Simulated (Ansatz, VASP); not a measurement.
# AlBN: VASP beside Ansatz

Contents of INCAR:

```
  ALGO = Normal
  EDIFF = 1E-7
  EDIFFG = -0.01
  ENCUT = 600
  GGA = PE
  IBRION = 2
  ISIF = 3
  ISMEAR = 0
  LASPH = T
  LCHARG = F
  LREAL = F
  LWAVE = F
  NELM = 100
  NSW = 100
  PREC = Accurate
  SIGMA = 0.1
```

KPOINTS

```
k-points
0
Gamma
  15 15 6
```

Contents of POSCAR:

```
AlBN
1.0
    3.3501641741      0.0000000000      0.0000000000
   -1.6750820870      2.9013272816      0.0000000000
    0.0000000000      0.0000000000      8.3896623491
Al B N
2 2 2
Direct
    0.0000000000      0.0000000000      0.7522107822
    0.0000000000      0.0000000000      0.2477892178
    0.0000000000      0.0000000000      0.5000000000
    0.0000000000      0.0000000000      0.0000000000
    0.3333333333      0.6666666667      0.5000000000
    0.6666666667      0.3333333333      0.5000000000
```

Input for Ansatz:

```yaml
crystal:
  lattice:
    - [3.3501641741, 0.0, 0.0]
    - [-1.675082087, 2.9013272816, 0.0]
    - [0.0, 0.0, 8.3896623491]
  atoms:
    - { symbol: Al, position: [0.0, 0.0, 0.7522107822] }
    - { symbol: Al, position: [0.0, 0.0, 0.2477892178] }
    - { symbol: B, position: [0.0, 0.0, 0.5] }
    - { symbol: B, position: [0.0, 0.0, 0.0] }
    - { symbol: "N", position: [0.3333333333, 0.6666666667, 0.5] }
    - { symbol: "N", position: [0.6666666667, 0.3333333333, 0.5] }
basis:
  ecutwfc: 420
kpoints:
  mp_grid: { grid: [15, 15, 6] }
hamiltonian:
  xc: pbe
scf:
  occupations: { method: gaussian, width: 0.1 }
output:
  forces: true
  stress: true
  eigenvalues: true
  write_density: true
  write_potential: true
  elf: true
  volumetric_format: npy
relax:
  adjacent_minimum: "off"
  f_tol: 0.01
  max_steps: 80
  cell: { stress_tol: 0.05 }
```

Alike in both runs: task relaxation of cell and atoms; functional PBE; k mesh 15 × 15 × 6; occupations gaussian, width 0.1 eV; no spin polarisation.

```csv
,VASP,Ansatz
version,VASP 6.6.1,Ansatz 0.2.0
potentials or method,"VASP PAW PBE potentials, release 64 (Al, B, N)","scalar-relativistic, plane waves, PAW"
plane-wave cutoff (eV),600,420
valence electrons in the cell,22,22
```

```csv
,VASP,Ansatz,Ansatz less VASP
"gap on the k mesh at the Fermi level, each at its own relaxed structure (eV)",none,none,-
relaxed volume (Å³/atom),13.32,13.36,+0.037
relaxed cell length with the largest relative difference (Å),3.294,3.301,+0.0071
energy change over the relaxation (meV/atom),-2,-1,+0.2
```

A gap of «none» marks a metal or a gap that the smearing closes.
